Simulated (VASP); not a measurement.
Output of a VASP run:

File OUTCAR:
```
 ion  position               nearest neighbor table
   1  0.500  0.500  0.500-   2 2.78   2 2.78   2 2.78   2 2.78   2 2.78   2 2.78   2 2.78   2 2.78
  LATTYP: Found a simple cubic cell.
 ALAT       =     3.2130000000
 Subroutine PRICEL returns:
 Original cell was already a primitive cell.
 Subroutine GETGRP returns: Found 48 space group operations
The static configuration has the point symmetry O_h .
The dynamic configuration has the point symmetry O_h .
 Subroutine INISYM returns: Found 48 space group operations
 Subroutine IBZKPT returns following result:
 Found     56 irreducible k-points:

 Following reciprocal coordinates:
            Coordinates               Weight
  0.000000  0.000000  0.000000      1.000000
  0.100000  0.000000  0.000000      6.000000
  0.200000  0.000000  0.000000      6.000000
  0.300000  0.000000  0.000000      6.000000
  0.400000  0.000000  0.000000      6.000000
  0.500000  0.000000  0.000000      3.000000
  0.100000  0.100000  0.000000     12.000000
  0.200000  0.100000  0.000000     24.000000
  0.300000  0.100000  0.000000     24.000000
  0.400000  0.100000  0.000000     24.000000
  0.500000  0.100000  0.000000     12.000000
  0.200000  0.200000  0.000000     12.000000
  0.300000  0.200000  0.000000     24.000000
  0.400000  0.200000  0.000000     24.000000
  0.500000  0.200000  0.000000     12.000000
  0.300000  0.300000  0.000000     12.000000
  0.400000  0.300000  0.000000     24.000000
  0.500000  0.300000  0.000000     12.000000
  0.400000  0.400000  0.000000     12.000000
  0.500000  0.400000  0.000000     12.000000
  0.500000  0.500000  0.000000      3.000000
  0.100000  0.100000  0.100000      8.000000
  0.200000  0.100000  0.100000     24.000000
  0.300000  0.100000  0.100000     24.000000
  0.400000  0.100000  0.100000     24.000000
  0.500000  0.100000  0.100000     12.000000
  0.200000  0.200000  0.100000     24.000000
  0.300000  0.200000  0.100000     48.000000
  0.400000  0.200000  0.100000     48.000000
  0.500000  0.200000  0.100000     24.000000
  0.300000  0.300000  0.100000     24.000000
  0.400000  0.300000  0.100000     48.000000
  0.500000  0.300000  0.100000     24.000000
  0.400000  0.400000  0.100000     24.000000
  0.500000  0.400000  0.100000     24.000000
  0.500000  0.500000  0.100000      6.000000
  0.200000  0.200000  0.200000      8.000000
  0.300000  0.200000  0.200000     24.000000
  0.400000  0.200000  0.200000     24.000000
  0.500000  0.200000  0.200000     12.000000
   k-points           NKPTS =     56   k-points in BZ     NKDIM =     56   number of bands    NBANDS=     15
   number of dos      NEDOS =    301   number of ions     NIONS =      2
   total plane-waves  NPLWV =  13824
   dimension x,y,z NGX =    24 NGY =   24 NGZ =   24
   dimension x,y,z NGXF=    48 NGYF=   48 NGZF=   48
   ions per type =               1   1
   PREC   = accura    normal or accurate (medium, high low for compatibility)
   ISTART =      0    job   : 0-new  1-cont  2-samecut
   ICHARG =      2    charge: 1-file 2-atom 10-const
   ISPIN  =      1    spin polarized calculation?
   LNONCOLLINEAR =      F non collinear calculations
   LSORBIT =      F    spin-orbit coupling
   INIWAV =      1    electr: 0-lowe 1-rand  2-diag
   ENCUT  =  400.0 eV  29.40 Ry    5.42 a.u.   5.24  5.24  5.24*2*pi/ulx,y,z
   NELM   =    100;   NELMIN=  2; NELMDL= -5     # of ELM steps
   EDIFF  = 0.1E-05   stopping-criterion for ELM
   LREAL  =      F    real-space projection
   NLSPLINE    = F    spline interpolate recip. space projectors
   LMAXMIX     =    6 max onsite mixed and CHGCAR
   VOSKOWN=      0    Vosko Wilk Nusair interpolation
   EDIFFG = 0.1E-04   stopping-criterion for IOM
   NSW    =      0    number of steps for IOM
   NBLOCK =      1;   KBLOCK =      1    inner block; outer block
   IBRION =     -1    ionic relax: 0-MD 1-quasi-New 2-CG
   NFREE  =      0    steps in history (QN), initial steepest desc. (CG)
...
```

### OSZICAR
```
       N       E                     dE             d eps       ncg     rms          rms(c)
DAV:   1     0.110080751553E+03    0.11008E+03   -0.10041E+04  1736   0.163E+03
DAV:   2    -0.191507406415E+01   -0.11200E+03   -0.10875E+03  1813   0.303E+02
DAV:   3    -0.515590122885E+01   -0.32408E+01   -0.32309E+01  2051   0.619E+01
DAV:   4    -0.517408287353E+01   -0.18182E-01   -0.18181E-01  1967   0.413E+00
DAV:   5    -0.517430588141E+01   -0.22301E-03   -0.22301E-03  2044   0.452E-01    0.723E+00
DAV:   6    -0.489098905000E+01    0.28332E+00   -0.36714E-01  1750   0.714E+00    0.563E+00
DAV:   7    -0.480341122027E+01    0.87578E-01   -0.10698E-01  1848   0.391E+00    0.467E+00
DAV:   8    -0.477201966606E+01    0.31392E-01   -0.28684E-02  1771   0.220E+00    0.390E+00
DAV:   9    -0.475846213674E+01    0.13558E-01   -0.86501E-03  1848   0.130E+00    0.323E+00
DAV:  10    -0.475160970786E+01    0.68524E-02   -0.28907E-03  1906   0.786E-01    0.266E+00
DAV:  11    -0.474774062884E+01    0.38691E-02   -0.10354E-03  2010   0.498E-01    0.218E+00
DAV:  12    -0.474541418651E+01    0.23264E-02   -0.44393E-04  2240   0.332E-01    0.177E+00
DAV:  13    -0.474397148748E+01    0.14427E-02   -0.20695E-04  2302   0.230E-01    0.144E+00
DAV:  14    -0.474306379775E+01    0.90769E-03   -0.10897E-04  2346   0.167E-01    0.116E+00
DAV:  15    -0.474248936998E+01    0.57443E-03   -0.62324E-05  2417   0.126E-01    0.942E-01
DAV:  16    -0.474212517845E+01    0.36419E-03   -0.36819E-05  2401   0.965E-02    0.761E-01
DAV:  17    -0.474189426921E+01    0.23091E-03   -0.22573E-05  2412   0.756E-02    0.614E-01
DAV:  18    -0.474174803229E+01    0.14624E-03   -0.13931E-05  2343   0.597E-02    0.495E-01
DAV:  19    -0.474165559651E+01    0.92436E-04   -0.88295E-06  2318   0.474E-02    0.400E-01
DAV:  20    -0.474159730087E+01    0.58296E-04   -0.54711E-06  1964   0.378E-02    0.322E-01
DAV:  21    -0.474156064460E+01    0.36656E-04   -0.35560E-06  1719   0.304E-02    0.260E-01
DAV:  22    -0.474153770135E+01    0.22943E-04   -0.26156E-06  1545   0.243E-02    0.209E-01
DAV:  23    -0.474152340937E+01    0.14292E-04   -0.15332E-06  1245   0.191E-02    0.169E-01
DAV:  24    -0.474151458825E+01    0.88211E-05   -0.13249E-06  1097   0.149E-02    0.136E-01
DAV:  25    -0.474150918135E+01    0.54069E-05   -0.76689E-07  1022   0.120E-02    0.110E-01
DAV:  26    -0.474150590662E+01    0.32747E-05   -0.45653E-07   896   0.968E-03    0.883E-02
DAV:  27    -0.474150395906E+01    0.19476E-05   -0.32369E-07   889   0.757E-03    0.712E-02
DAV:  28    -0.474150282557E+01    0.11335E-05   -0.20106E-07   889   0.602E-03    0.573E-02
DAV:  29    -0.474150218690E+01    0.63867E-06   -0.11389E-07   896   0.494E-03
   1 F= -.47415022E+01 E0= -.47413284E+01  d E =-.521234E-03
```

**OUTCAR**
```
------------------------ aborting loop because EDIFF is reached ----------------------------------------
  FORCE on cell =-STRESS in cart. coord.  units (eV):
  Direction    XX          YY          ZZ          XY          YZ          ZX
  --------------------------------------------------------------------------------------
  Total       -0.6081139     -0.6081139     -0.6081139     -0.0000000     -0.0000000      0.0000000
  in kB      -29.3740145    -29.3740145    -29.3740145     -0.0000000     -0.0000000      0.0000000
  external PRESSURE =     -29.3740145 kB  Pullay stress =       0.0000000 kB
  volume of cell :       33.17
      direct lattice vectors                 reciprocal lattice vectors
     3.213000000  0.000000000  0.000000000     0.311235605  0.000000000  0.000000000
     0.000000000  3.213000000  0.000000000     0.000000000  0.311235605  0.000000000
     0.000000000  0.000000000  3.213000000     0.000000000  0.000000000  0.311235605
 POSITION                                       TOTAL-FORCE (eV/Angst)
 -----------------------------------------------------------------------------------
      1.60650      1.60650      1.60650         0.000000      0.000000      0.000000
      0.00000      0.00000      0.00000         0.000000      0.000000      0.000000
 -----------------------------------------------------------------------------------
    total drift:                                0.000000      0.000000     -0.000000
  FREE ENERGIE OF THE ION-ELECTRON SYSTEM (eV)
  ---------------------------------------------------
  free  energy   TOTEN  =        -4.7415021869 eV

  energy  without entropy=       -4.7409809528  energy(sigma->0) =       -4.74132844
```
(Selected blocks of OUTCAR.)

POSCAR:
```
AuZn
1
    3.2130000000     0.0000000000     0.0000000000
    0.0000000000     3.2130000000     0.0000000000
    0.0000000000     0.0000000000     3.2130000000
Zn Au
1 1
Direct
  0.5000000000   0.5000000000   0.5000000000
  0.0000000000   0.0000000000   0.0000000000
```

### Question
Reconstruct the remaining input files.

### Answer
This is not unique; one that fits is the input of the run itself, PBE GGA, plane waves, VASP's PBE PAW potentials (set 64).

### KPOINTS
```
Automatic mesh
0
Gamma
10 10 10
0 0 0
```

INCAR:
```
# general
SYSTEM   =  AuZn
PREC     =  Accurate
ENCUT    =  400   # plane-wave cut-off (eV)
LREAL    =  .FALSE.   # projection in real space or not
LASPH    =  .TRUE.   # aspherical one-centre terms

# electronic loop
EDIFF    =  1E-6
NELM     =  100   # most electronic steps
ALGO     =  Normal   # blocked Davidson
IMIX     =  1
AMIX     =  0.2
BMIX     =  1.0
LMAXMIX  =  6

# smearing
ISMEAR   =  1   # Methfessel-Paxton
SIGMA    =  0.1   # width (eV)

# functional
GGA      =  PE   # PBE

# ions
ISIF     =  2   # forces and stress, cell fixed

# output
LWAVE    =  .FALSE.
LCHARG   =  .FALSE.
```

POTCAR, in this order: Zn Au (PBE.64 set). Program: vasp_std.

The compound is AuZn in the CsCl type structure. The cell was not relaxed at this level. The run is one of a series of settings (AMIX = 0.2, BMIX = 1.0, IMIX = 1 against the base run), some of them coarse on purpose. The electron count is odd and the run is not spin-polarised, which forces a metal.
